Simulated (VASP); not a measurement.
Be3Te2Se:

```
Be Te Se
1.0
    -1.94948    5.84461    2.75031
     1.94948   -5.84461    2.75031
     1.94948    5.84461   -2.75031
Be Te Se
3 2 1
Direct
  0.60630 0.76305 0.84325
  0.91980 0.76305 0.15675
  0.22458 0.72458 0.50000
  0.66446 0.99952 0.66494
  0.33458 0.99952 0.33506
  0.00002 0.00002 0.00000
```

The cell was built by a generator and needn't be a form met in nature.

Base run:

- Program: VASP 6.6.1
- Functional: HSE06
- Potentials or basis: VASP PAW PBE potentials, release 64 (Be, Te, Se)
- Cutoff: 520 eV
- k mesh: 6 × 6 × 6
- Occupations: gaussian, width 0.02 eV
- Spin: no spin polarisation

Its results: band gap on the k mesh 2.67 eV, indirect (least direct gap 2.82 eV); pressure -1.4 GPa; largest force 0.023 eV/Å.

Task: The run is repeated on the same cell with these changes: functional from HSE06 to PBE; further incar settings from ALGO = Normal; EDIFF = 1e-05 to ALGO = Normal; EDIFF = 1e-07. What comes out?

Result: Band gap on the k mesh 1.94 eV, indirect (least direct gap 2.09 eV); pressure 0.0 GPa; largest force 0.004 eV/Å.

Caveats: spin-orbit coupling is left out, which moves the levels of the heavy elements; the PAW data sets were made with another functional, which shifts forces and pressure a little (some runs).

A k mesh can miss the band edges.

Not every run made on this cell is shown here.
